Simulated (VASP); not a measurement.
Input:

```
CELL_PARAMETERS angstrom
     -2.51000     2.51000     2.51000
      2.51000    -2.51000     2.51000
      2.51000     2.51000    -2.51000
ATOMIC_POSITIONS crystal
  Ba 0.00000 0.00000 0.00000
```

Calculation: PBE GGA with D4 dispersion, VASP's PBE PAW potentials (set 64) (plane waves; VASP). Run with 520 eV cut-off, 9×9×9 Γ-centred mesh, first-order Methfessel-Paxton smearing of 0.10 eV, potentials Ba_sv.

Energy and stress use the plane-wave basis of the starting cell.

Question: The ions, cell shape and volume are relaxed. Which structure does the run end with?

Answer: 
```
CELL_PARAMETERS angstrom
     -2.48087     2.48087     2.48087
      2.48087    -2.48087     2.48087
      2.48087     2.48087    -2.48087
ATOMIC_POSITIONS crystal
  Ba 0.00000 0.00000 0.00000
```
Space group Im-3m (229), at a tolerance of 0.03 Å.

Question: How do energy and volume change from the first to the last step?

Answer: The energy (σ→0) changes by -2.1 meV/atom and the volume by -3.4 %, in 3 ionic steps.

The compound is Ba in the bcc structure. This run relaxes it. Symmetry was kept, so distortions that lower it aren't found.
